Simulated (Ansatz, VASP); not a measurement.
## Two plane-wave programs on AlSi5

```
Al Si
1.0
     4.99222    0.00000    0.00000
    -2.49611    4.32339    0.00000
     0.00000    0.00000    4.48879
Al Si
1 5
Direct
  0.00000 0.00000 0.00000
  0.50000 0.50000 0.50000
  0.66667 0.33333 0.00000
  0.00000 0.50000 0.50000
  0.33333 0.66667 0.00000
  0.50000 0.00000 0.50000
```

Change from the starting cell: species swapped into the DyFe5 type (P6/mmm, No. 191).

Alike in both runs: functional PBE; k mesh 12 × 12 × 10; occupations gaussian, width 0.1 eV; no spin polarisation.

Ansatz relaxed the structure, and its values are those at the end. VASP's run is a single point on that final structure, the one shown.

```csv
,VASP,Ansatz
version,VASP 6.6.1,Ansatz 0.2.0
potentials or method,"VASP PAW PBE potentials, release 64 (Al, Si)","scalar-relativistic, plane waves, PAW"
plane-wave cutoff (eV),520,420
valence electrons in the cell,23,23
```

|  | VASP | Ansatz | Ansatz less VASP |
| --- | --- | --- | --- |
| gap on the k mesh at the Fermi level (eV) | none | none | - |
| pressure (GPa) | 0.0 | 0.0 | +0.05 |

A gap of «none» marks a metal or a gap that the smearing closes.
